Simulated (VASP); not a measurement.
# Ga11FeAs12 (a cell with a defect) in VASP: further runs, part 3 of 3

VASP 6.6.1. Earlier steps stand in the parts before.

### Step 6. Single point, PBEsol+U, collinear spin, ferromagnetic start

Input file INCAR:

```
PREC     = Accurate       # precision mode
ENCUT    = 350            # plane-wave cutoff, eV
EDIFF    = 1E-5           # SCF threshold, eV
ISMEAR   = 0              # smearing method
SIGMA    = 0.03           # smearing width, eV
LREAL    = Auto         
LASPH    = True           # aspherical terms in the spheres
NELM     = 120            # most SCF steps
ALGO     = Normal         # electronic algorithm
ISIF     = 2              # what is computed and relaxed
LWAVE    = False          # write WAVECAR
LCHARG   = False          # write CHGCAR
ISPIN    = 2              # spin polarisation
MAGMOM   = 5 0 0 0 0 0 0 0 0 0 0 0 0 0 0 0 0 0 0 0 0 0 0 0 # initial moments
LORBIT   = 11             # projections on sites
NUPDOWN  = 5              # fixed moment
LMAXMIX  = 4              # l up to which the mixer works
LDAU     = True           # DFT+U
LDAUTYPE = 2            
LDAUL    = 2 -1 -1        # shell
LDAUU    = 4 0 0          # U, eV
LDAUJ    = 0 0 0        
LDAUPRINT= 1            
GGA      = PS             # functional
ISYM     = 0            
KPAR     = 2
```

Input file KPOINTS:

```
Automatic mesh
0
Gamma
  2 2 2
```

Input file POSCAR:

```
Ga11FeAs12                              
1.0
    0.0000000000      8.4805500000      8.4805500000
    5.6537000000      0.0000000000      5.6537000000
    5.6537000000      5.6537000000      0.0000000000
  Fe              Ga              As            
     1    11    12
Direct
     0.0001236770320163    0.0003210635346347    0.9988378040822601
     0.0017603047822878    0.0018455344778492    0.4972535483073330
     0.0021810446460228    0.4984009433385090    0.9991623853322161
     0.0012371421386822    0.4993053131147263    0.4969336992046691
     0.3307539490362756    0.0021169151136836    0.0007883389206927
     0.3304448791241477    0.0031605963798808    0.4993294760762892
     0.3304851968920463    0.5021364166484964    0.0000296182585594
     0.3317461266205118    0.5016549900408542    0.5000420415787065
     0.6679353996276496    0.0011554139548713    0.0003043659904625
     0.6662346969011008    0.0022054143060316    0.4969559938780672
     0.6662204826103773    0.4975882168917340    0.0004317322837460
     0.6668156055133927    0.5010414677311622    0.4983755028989655
     0.0806526472451462    0.1217615117209292    0.1204669939412466
     0.0811824939939171    0.1224454867727146    0.6341494794063460
     0.0811015710643681    0.6355982981264048    0.1201935855697000
     0.0823270443172201    0.6263678345045124    0.6238600760376336
     0.4173935061483693    0.1259014670373968    0.1231873652614964
     0.4160357137720279    0.1259054897589489    0.6246424009212885
     0.4160608750300048    0.6259994681651715    0.1241825330402930
     0.4168497159842656    0.6265957692447722    0.6234603227036738
     0.7573214060113430    0.1217899397606219    0.1211354150997574
     0.7508446448647668    0.1250704982423066    0.6238807239369918
     0.7512266002183133    0.6248550289537763    0.1224299060579724
     0.7505542764257335    0.6257239221800157    0.6239436912116519
```

Potentials or basis: VASP PAW PBE potentials, release 64 (Fe, Ga_d, As).

Run with:

```sh
> cat potpaw_PBE.64/Fe/POTCAR potpaw_PBE.64/Ga_d/POTCAR potpaw_PBE.64/As/POTCAR > POTCAR
> mpirun -np 4 vasp_std > vasp.out
```

Run time: 4.7 min. Hardware: 4 MPI ranks of AMD EPYC 9R45 (Zen 5), shared host; peak memory 0.52 GiB.

It converged, with:

```
Free energy                                           : -109.1621 eV
Pressure                                              : 0.2 GPa
Largest force                                         : 0.647 eV/Å
Net moment                                            : 5.00 μB per cell
Site moments                                          : Fe +3.69; Ga +0.03, +0.02, +0.01, +0.00; As +0.09, +0.08, +0.01, +0.05, +0.02, +0.07 μB
Valence electrons inside the program's atomic spheres : Fe 6.94; Ga 11.66, 11.67, 11.68; As 2.85, 2.84, 2.83
```

Forces on the atoms (eV/Å):
```
Fe  -0.013 -0.091 -0.093
Ga   0.039 -0.047 -0.059
Ga   0.050 -0.062 -0.047
Ga   0.046 -0.037 -0.046
Ga  -0.108  0.067  0.071
Ga  -0.096  0.133  0.061
Ga  -0.093  0.061  0.128
Ga  -0.044  0.053  0.062
Ga  -0.151 -0.036 -0.025
Ga   0.020  0.126 -0.032
Ga   0.023 -0.030  0.132
Ga  -0.027  0.031  0.027
As   0.399  0.361  0.358
As  -0.268 -0.365  0.274
As  -0.271  0.273 -0.352
As  -0.022  0.031  0.027
As   0.104 -0.063 -0.072
As   0.014 -0.064 -0.012
As   0.016 -0.014 -0.061
As   0.057 -0.047 -0.056
As   0.254 -0.237 -0.233
As   0.032 -0.028  0.004
As   0.045  0.009 -0.032
As  -0.008 -0.023 -0.022
```

Stress tensor (GPa, compression positive):
```
 0.20  0.39  0.38
 0.39  0.27 -0.30
 0.38 -0.30  0.28
```

Eigenvalues of the final occupation matrices:
```tsv
site	spin	trace	eigenvalues
site 1 d	1	4.78	0.95 0.95 0.96 0.96 0.96
site 1 d	2	1.23	0.06 0.06 0.35 0.36 0.40
```

Caveat: the k mesh is coarse (spacing up to 0.48 Å⁻¹), so the values aren't converged; the cutoff is under 1.25 times the usual one of these potentials, so pressure, stress and relaxed cells hold a basis-set (Pulay) error; the PAW data sets were made with another functional, which shifts forces and pressure a little; the total moment is fixed, so each spin has its own Fermi level; only a ferromagnetic start was run, and an antiferromagnetic order may lie lower in energy; the U is typed as a test and isn't derived for this compound. The state reached can hang on the start; a lower one may exist.

### Step 7. Overview

| task | U | fixed moment (μB) | cell | k mesh | mesh quality | pressure (GPa) | moment (μB) | largest force (eV/Å) |
| --- | --- | --- | --- | --- | --- | --- | --- | --- |
| relaxation of the atoms | Fe d U = 4 eV | 1 | atoms relaxed from: atoms moved at random, drawn with an rms of 0.05 Å | 2 × 2 × 2 | coarse | -0.4 | 1.00 | 0.02 |
| single point | Fe d U = 4 eV | - | as given | 2 × 2 × 2 | coarse | 0.1 | 3.74 | 0.59 |
| single point | Fe d U = 6 eV | 1 | as given | 2 × 2 × 2 | coarse | -0.1 | 1.00 | 0.28 |
| single point | Fe d U = 4 eV | 1 | as given | 2 × 3 × 3 | not flagged | -0.4 | 1.00 | 0.13 |
| single point | Fe d U = 4 eV | 5 | as given | 2 × 2 × 2 | coarse | 0.2 | 5.00 | 0.65 |

Alike in all rows: level PBEsol+U; potentials or basis VASP PAW PBE potentials, release 64 (Fe, Ga_d, As); spin collinear, ferromagnetic start; cutoff (eV) 350; smearing gaussian 0.03 eV.

Caveats: some runs use coarse meshes; the cutoff is under 1.25 times the usual one of these potentials, so pressure, stress and relaxed cells hold a basis-set (Pulay) error; the PAW data sets were made with another functional, which shifts forces and pressure a little; the U is typed as a test and isn't derived for this compound; the total moment is fixed, so each spin has its own Fermi level (some runs); only a ferromagnetic start was run, and an antiferromagnetic order may lie lower in energy (some runs).

Total energies depend on the potentials used, so only differences within one code and one set of settings carry meaning.
